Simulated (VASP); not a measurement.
Shape and ions are relaxed at each volume.

Input:

```yaml
crystal:
  lattice:
    - [1.34334, -2.32673, 0.00000]
    - [1.34334, 2.32673, 0.00000]
    - [0.00000, 0.00000, 4.23469]
  atoms:
    - { symbol: Ru, position: [0.33333, 0.66667, 0.25000] }
    - { symbol: Ru, position: [0.66667, 0.33333, 0.75000] }
```

Level of theory: AM05 GGA, VASP's PBE PAW potentials (set 64) (plane waves; VASP 6.6.1). Run with 520 eV cut-off, 16×16×9 Γ-centred mesh, first-order Methfessel-Paxton smearing of 0.10 eV, potentials Ru_pv.

Q: Give the energy at these volumes per atom, relative to the lowest: 12.44, 12.84, 13.24, 13.63, 14.03 Å³.

A: 59.0, 13.9, 0.0, 12.4, 46.7 meV/atom. A third-order Birch-Murnaghan fit gives B0 = 352 GPa and B0′ = 4.9.

Measured: bulk modulus 318 GPa at 0 K (computed value off by +10.7 %), as given by Vázquez-Parga, Fernández-Martínez, Viñes, J. Chem. Theory Comput. (2023), doi:10.1021/acs.jctc.3c00612, Supporting … [zero-point energy and finite temperature contributions removed].

The compound is Ru in the hcp structure. It was relaxed first.
